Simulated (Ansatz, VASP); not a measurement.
## B4Au: VASP beside Ansatz

```xyz
5
Lattice="3.6657 0.0000 0.0000 0.0000 3.6657 0.0000 0.0000 0.0000 3.6657" Properties=species:S:1:pos:R:3 pbc="T T T"
B     1.8328    0.0000    0.0000
B     0.0000    1.8328    0.0000
B     0.0000    0.0000    1.8328
B     0.0000    0.0000    0.0000
Au    1.8328    1.8328    1.8328
```

Alike in both runs: functional PBE; k mesh 10 × 10 × 10; occupations gaussian, width 0.1 eV; no spin polarisation.

Ansatz relaxed the structure, and its values are those at the end. VASP's run is a single point on that final structure, the one shown.

```csv
,VASP,Ansatz
version,VASP 6.6.1,Ansatz 0.2.0
potentials or method,"VASP PAW PBE potentials, release 64 (B, Au)","scalar-relativistic, plane waves, PAW"
plane-wave cutoff (eV),520,420
valence electrons in the cell,23,31
```

|  | VASP | Ansatz | Ansatz less VASP |
| --- | --- | --- | --- |
| gap on the k mesh at the Fermi level (eV) | none | none | - |
| pressure (GPa) | -0.2 | 0.0 | +0.13 |

A gap of «none» marks a metal or a gap that the smearing closes. The two sets of potentials don't hold the same shells in valence.

Spin-orbit coupling is left out, which matters for the levels of Au.
